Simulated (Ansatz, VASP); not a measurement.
# Ru (Ruthenium): VASP beside Ansatz, part 2 of 2

One calculation is typed for both programs; each brings its own data sets. How far apart do they land? The cell is taken from a series of runs on this material, whose earlier steps may have relaxed, scaled, displaced or heated it; both programs get it as it stands.

VASP 6.6.1 and Ansatz 0.2.0.

So far: The starting structure; Ansatz: zone-centre phonons, PBE.

**3. VASP: zone-centre phonons, PBE**

Level of this step: PBE; plane waves and PAW (Ru_pv) (VASP).

The same cell, functional, mesh and smearing now go to VASP, with its own data sets.

Lines of VASP's logs that name or quote its potential files are left out, and so is its time.

INCAR reads:

```
SYSTEM = Ru
PREC = Accurate
ENCUT = 500
EDIFF = 1E-08
NELM = 120
ISMEAR = 1
SIGMA = 0.2
LREAL = .FALSE.
ALGO = Normal
GGA = PE
NBANDS = 20
LASPH = .TRUE.
LORBIT = 11
LWAVE = .FALSE.
LCHARG = .FALSE.
ISIF = 2
IBRION = 8
GGA_COMPAT = .FALSE.
```

POSCAR reads:

```
Ru
1.0
    2.7196079816      0.0000000000      0.0000000000
   -1.3598039908      2.3552496004      0.0000000000
    0.0000000000      0.0000000000      4.2965094293
Ru
2
Direct
    0.3333333334      0.6666666668      0.2500000000
    0.6666666668      0.3333333334      0.7500000000
```

KPOINTS reads:

```
Automatic mesh
0
Gamma
6 6 4
0 0 0
```

PAW data sets: Ru_pv (PBE family, release 64).

Run with:

```console
mpirun -np 1 vasp_std
```

Numbers of over 12 decimals in the logs are rounded to 6 here.

What it wrote:

```text
[banner, memory and clock lines left out]
running    1 mpi-ranks, on    1 nodes
 distrk:  each k-point on    1 cores,    1 groups
 distr:  one band on    1 cores,    1 groups

 POSCAR found type information on POSCAR Ru
 POSCAR found :  1 types and       2 ions
 LDA part: xc-table for (Slater+PW92), standard interpolation
 POSCAR, INCAR and KPOINTS ok, starting setup
 FFT: planning ... GRIDC
 FFT: planning ... GRID_SOFT
 FFT: planning ... GRID
 WAVECAR not read
 entering main loop
       N       E                     dE             d eps       ncg     rms          rms(c)
DAV:   1     0.289276799325E+03    0.28928E+03   -0.17391E+04   840   0.152E+03
DAV:   2    -0.138516786126E+02   -0.30313E+03   -0.29458E+03   856   0.457E+02
DAV:   3    -0.197012189779E+02   -0.58495E+01   -0.57861E+01   956   0.717E+01
DAV:   4    -0.197498656609E+02   -0.48647E-01   -0.48627E-01  1072   0.609E+00
DAV:   5    -0.197506290308E+02   -0.76337E-03   -0.75775E-03   964   0.637E-01    0.173E+01
DAV:   6    -0.184747219267E+02    0.12759E+01   -0.30253E+00   932   0.176E+01    0.451E+00
DAV:   7    -0.184063494582E+02    0.68372E-01   -0.35481E-01   996   0.457E+00    0.115E+00
DAV:   8    -0.183992442919E+02    0.71052E-02   -0.21072E-02   908   0.106E+00    0.941E-02
DAV:   9    -0.183993083708E+02   -0.64079E-04   -0.55352E-04   972   0.239E-01    0.425E-02
DAV:  10    -0.183993166948E+02   -0.83240E-05   -0.15644E-05   948   0.432E-02    0.995E-03
DAV:  11    -0.183993157663E+02    0.92848E-06   -0.25374E-06   972   0.154E-02    0.139E-03
DAV:  12    -0.183993153372E+02    0.42911E-06   -0.99540E-08   984   0.341E-03    0.558E-04
DAV:  13    -0.183993153496E+02   -0.12340E-07   -0.57071E-09   644   0.756E-04    0.107E-04
DAV:  14    -0.183993153522E+02   -0.26616E-08   -0.56569E-10   556   0.224E-04
   1 F= -.18399315E+02 E0= -.18397875E+02  d E =-.432053E-02
 Linear response reoptimize wavefunctions to high precision
DAV:   1    -0.183993153542E+02   -0.19704E-08   -0.41766E-11   608   0.546E-05
DAV:   2    -0.183993153541E+02    0.55024E-10   -0.11612E-11   540   0.176E-05
 Linear response DOF=           2
 Linear response progress:
  Degree of freedom:   1/  2
       N       E                     dE             d eps       ncg     rms          rms(c)
RMM:   1    -0.518293852339E+00   -0.51829E+00    0.31161E+00  2482   0.587E+01
RMM:   2    -0.618047585571E+00   -0.99754E-01   -0.11705E-01  3392   0.282E+00    0.154E-01
RMM:   3    -0.616973505798E+00    0.10741E-02   -0.33179E-03  3861   0.469E-01    0.706E-02
RMM:   4    -0.615663442332E+00    0.13101E-02   -0.44741E-04  3938   0.165E-01    0.328E-02
RMM:   5    -0.615600827483E+00    0.62615E-04   -0.55114E-05  4391   0.501E-02    0.300E-02
RMM:   6    -0.615396605966E+00    0.20422E-03   -0.45419E-05  3878   0.186E-02    0.827E-03
RMM:   7    -0.615304279858E+00    0.92326E-04   -0.23564E-05  4430   0.911E-03    0.960E-04
RMM:   8    -0.615317425911E+00   -0.13146E-04   -0.13955E-05  4587   0.258E-03    0.316E-04
RMM:   9    -0.615324242783E+00   -0.68169E-05   -0.83648E-06  4535   0.130E-03    0.130E-04
RMM:  10    -0.615326763119E+00   -0.25203E-05   -0.50115E-06  4877   0.820E-04    0.243E-05
RMM:  11    -0.615326274565E+00    0.48855E-06   -0.31838E-06  5164   0.594E-04    0.135E-05
RMM:  12    -0.615326228533E+00    0.46032E-07   -0.18681E-06  5376   0.502E-04    0.556E-06
RMM:  13    -0.615326249902E+00   -0.21369E-07   -0.13552E-06  5287   0.457E-04    0.364E-06
RMM:  14    -0.615326276055E+00   -0.26153E-07   -0.90695E-07  5274   0.436E-04    0.142E-06
RMM:  15    -0.615326280767E+00   -0.47115E-08   -0.61852E-07  5088   0.424E-04    0.994E-07
RMM:  16    -0.615326289441E+00   -0.86745E-08   -0.26134E-07  4429   0.417E-04    0.901E-07
RMM:  17    -0.615326290411E+00   -0.96977E-09    0.60886E-08  4273   0.413E-04    0.118E-06
 first order change of Fermi-energy   0.11326E-04
 force on displaced ion       1 direction 1 :  -6.147   0.009   0.000
 Linear response progress:
  Degree of freedom:   2/  2
       N       E                     dE             d eps       ncg     rms          rms(c)
RMM:   1    -0.633444009437E+00   -0.63344E+00    0.34655E+00  1020   0.590E+01
RMM:   2    -0.742839651336E+00   -0.10940E+00   -0.12787E-01  1393   0.289E+00    0.144E-01
RMM:   3    -0.742372269920E+00    0.46738E-03    0.30762E-03  1529   0.443E-01    0.957E-02
RMM:   4    -0.742823423061E+00   -0.45115E-03   -0.38911E-04  1458   0.144E-01    0.169E-01
RMM:   5    -0.742086744912E+00    0.73668E-03    0.97095E-07  1409   0.136E-01    0.196E-02
RMM:   6    -0.741824107500E+00    0.26264E-03    0.13466E-03  1728   0.387E-02    0.108E-02
RMM:   7    -0.741793892159E+00    0.30215E-04    0.70008E-04  1635   0.972E-03    0.284E-03
RMM:   8    -0.741815896123E+00   -0.22004E-04    0.33168E-04  1748   0.386E-03    0.674E-04
RMM:   9    -0.741825539128E+00   -0.96430E-05    0.23435E-04  1733   0.142E-03    0.152E-04
RMM:  10    -0.741839276825E+00   -0.13738E-04    0.13673E-04  1797   0.761E-04    0.391E-05
RMM:  11    -0.741844998816E+00   -0.57220E-05    0.91452E-05  1972   0.547E-04    0.149E-05
RMM:  12    -0.741848559371E+00   -0.35606E-05    0.54834E-05  1856   0.456E-04    0.305E-06
RMM:  13    -0.741850645584E+00   -0.20862E-05    0.35750E-05  2131   0.411E-04    0.199E-06
RMM:  14    -0.741852379543E+00   -0.17340E-05    0.19273E-05  1994   0.391E-04    0.107E-06
[...]
RMM:  19    -0.741854258054E+00   -0.17051E-06    0.15477E-06  1602   0.369E-04    0.232E-07
RMM:  20    -0.741854314448E+00   -0.56394E-07    0.10546E-06  1580   0.368E-04    0.195E-07
RMM:  21    -0.741854359104E+00   -0.44656E-07    0.65927E-07  1566   0.368E-04    0.146E-07
RMM:  22    -0.741854396101E+00   -0.36997E-07    0.34032E-07  1588   0.368E-04    0.151E-07
RMM:  23    -0.741854406214E+00   -0.10113E-07    0.28903E-07  1613   0.368E-04    0.105E-07
RMM:  24    -0.741854422390E+00   -0.16176E-07    0.12594E-07  1586   0.368E-04    0.133E-07
RMM:  25    -0.741854425537E+00   -0.31469E-08    0.11986E-07  1578   0.368E-04    0.107E-07
RMM:  26    -0.741854433349E+00   -0.78118E-08    0.72610E-09  1576   0.368E-04    0.120E-07
 first order change of Fermi-energy   0.21470E-03
 force on displaced ion       1 direction 3 :   0.000  -0.000  -8.199
 Linear response finished
```

From OUTCAR (step 3):

```text
ion  position               nearest neighbor table
   1  0.333  0.667  0.250-   2 2.66   2 2.66   2 2.66   2 2.66   2 2.66   2 2.66
   2  0.667  0.333  0.750-   1 2.66   1 2.66   1 2.66   1 2.66   1 2.66   1 2.66

  LATTYP: Found a hexagonal cell.
 ALAT       =     2.7196079816
 C/A-ratio  =     1.5798267465

 Subroutine GETGRP returns: Found 24 space group operations
 (whereof 12 operations were pure point group operations)

The static configuration has the point symmetry D_3d.
 The point group associated with its full space group is D_6h.

 Found     21 irreducible k-points:

   k-points           NKPTS =     21   k-points in BZ     NKDIM =     21   number of bands    NBANDS=     20

   dimension x,y,z NGX =    20 NGY =   20 NGZ =   32
   dimension x,y,z NGXF=    40 NGYF=   40 NGZF=   64

   ENCUT  =  500.0 eV  36.75 Ry    6.06 a.u.   4.96  4.96  7.83*2*pi/ulx,y,z

   NELECT =      28.0000    total number of electrons

 k-points in reciprocal lattice and weights: Automatic mesh
   0.00000000  0.00000000  0.00000000       0.007
   0.16666667  0.00000000  0.00000000       0.042
   0.33333333 -0.00000000  0.00000000       0.042
   0.50000000  0.00000000  0.00000000       0.021
   0.16666667  0.16666667  0.00000000       0.042
   0.33333333  0.16666667  0.00000000       0.083
   0.33333333  0.33333333  0.00000000       0.014
   0.00000000  0.00000000  0.25000000       0.014
   0.16666667  0.00000000  0.25000000       0.083
[...]
0.33333333  0.16666667  0.50000000       0.083
   0.33333333  0.33333333  0.50000000       0.014

 average (electrostatic) potential at core
       1 -67.4380       2 -67.4380

  Total        0.4601582      0.4601582     -0.5122873      0.0000000      0.0000000     -0.0000000
  in kB       26.7891348     26.7891348    -29.8239504      0.0000000      0.0000000     -0.0000000
  external PRESSURE =       7.9181064 kB  Pullay stress =       0.0000000 kB

  energy-cutoff  :      500.00
  volume of cell :       27.52
      direct lattice vectors                 reciprocal lattice vectors
     2.719607982  0.000000000  0.000000000     0.367700053  0.212291725  0.000000000
    -1.359803991  2.355249600  0.000000000     0.000000000  0.424583450  0.000000000
     0.000000000  0.000000000  4.296509429     0.000000000  0.000000000  0.232747074

 POSITION                                       TOTAL-FORCE (eV/Angst)
 -----------------------------------------------------------------------------------
      0.00000      1.57017      1.07413         0.000000      0.000000      0.000000
      1.35980      0.78508      3.22238        -0.000000     -0.000000      0.000000
 -----------------------------------------------------------------------------------
    total drift:                               -0.000000     -0.000000     -0.000000

 Eigenvectors and eigenvalues of the dynamical matrix
 ----------------------------------------------------

   1 f  =    6.297093 THz    39.565803 2PiTHz  210.048417 cm-1    26.042673 meV
             X         Y         Z           dx          dy          dz
      0.000000  1.570166  1.074127     0.000000    0.000000    0.707107
      1.359804  0.785083  3.222382     0.000000   -0.000000   -0.707107

   2 f  =    5.452205 THz    34.257214 2PiTHz  181.865979 cm-1    22.548498 meV
             X         Y         Z           dx          dy          dz
      0.000000  1.570166  1.074127     0.707107   -0.000135   -0.000000
      1.359804  0.785083  3.222382    -0.707107    0.000135   -0.000000

   3 f  =    5.452205 THz    34.257214 2PiTHz  181.865979 cm-1    22.548498 meV
             X         Y         Z           dx          dy          dz
      0.000000  1.570166  1.074127    -0.000135   -0.707107   -0.000000
      1.359804  0.785083  3.222382     0.000135    0.707107   -0.000000

   4 f  =    0.000000 THz     0.000000 2PiTHz    0.000002 cm-1     0.000000 meV
             X         Y         Z           dx          dy          dz
      0.000000  1.570166  1.074127     0.368322    0.389462   -0.461149
      1.359804  0.785083  3.222382     0.368322    0.389462   -0.461149

   5 f/i=    0.000000 THz     0.000000 2PiTHz    0.000000 cm-1     0.000000 meV
             X         Y         Z           dx          dy          dz
      0.000000  1.570166  1.074127    -0.546509   -0.014178   -0.448472
      1.359804  0.785083  3.222382    -0.546509   -0.014178   -0.448472

   6 f/i=    0.000000 THz     0.000000 2PiTHz    0.000003 cm-1     0.000000 meV
             X         Y         Z           dx          dy          dz
      0.000000  1.570166  1.074127    -0.256257    0.590016    0.293622
      1.359804  0.785083  3.222382    -0.256257    0.590016    0.293622

 ELASTIC MODULI CONTR FROM IONIC RELAXATION (kBar)
 Direction    XX          YY          ZZ          XY          YZ          ZX
 --------------------------------------------------------------------------------
 XX          -4.5662      4.5662      0.0000      0.0000     -0.0000     -0.0000
 YY           4.5662     -4.5662      0.0000      0.0000     -0.0000     -0.0000
 ZZ           0.0000      0.0000     -0.0000     -0.0000      0.0000      0.0000
 XY           0.0000      0.0000     -0.0000     -4.5662      0.0000      0.0000
 YZ          -0.0000     -0.0000      0.0000      0.0000     -0.0000     -0.0000
 ZX          -0.0000     -0.0000      0.0000      0.0000     -0.0000     -0.0000
 --------------------------------------------------------------------------------
```

The k-mesh is coarse for a metal.

**4. Comparison**

Known differences besides the potentials themselves: VASP's run holds the zone centre alone; the data sets hold 32 valence electrons in Ansatz (on its default PAW (the set named soft_2) files) and 28 in VASP; the cutoff is 420 eV in Ansatz and 500 eV in VASP. Total energies have different zeros and are not compared.

Both answers:

```csv
quantity,Ansatz,VASP,difference
optical mode 1 to 2 (cm⁻¹),181.4,181.9,-0.24 %
optical mode 3 (cm⁻¹),211.1,210.0,+0.50 %
```

Modes are paired by rising frequency, not by their patterns, so a pair may set unlike modes beside each other; they are those without the splitting of longitudinal modes.

**5. What came out**

| Property | Result |
| --- | --- |
| r.m.s. difference of the optical zone-centre modes, each program's sorted by frequency (zone-centre phonons, PBE) | 0.70 cm⁻¹ |

In words: The r.m.s. difference of the optical zone-centre modes, each program's sorted by frequency is 0.70 cm⁻¹ (zone-centre phonons, PBE). The data sets hold unlike numbers of valence electrons (32 in Ansatz and 28 in VASP), so part of the differences comes from the potentials. How closely two codes agree says nothing of how well the functional describes the real material.

[Lines on the potential files, build, host, timing and source positions are cut from VASP's logs without a mark.]

[Logs are printed without paths, hosts, clocks, repeated set-up lines and the standing remarks that a program may print on its own settings, such as how far it seeks lower states.]

[Hosts, paths, dates, database ids (printed as entryN), source tags and the programs' standing remarks are cut or masked in the printed files.]
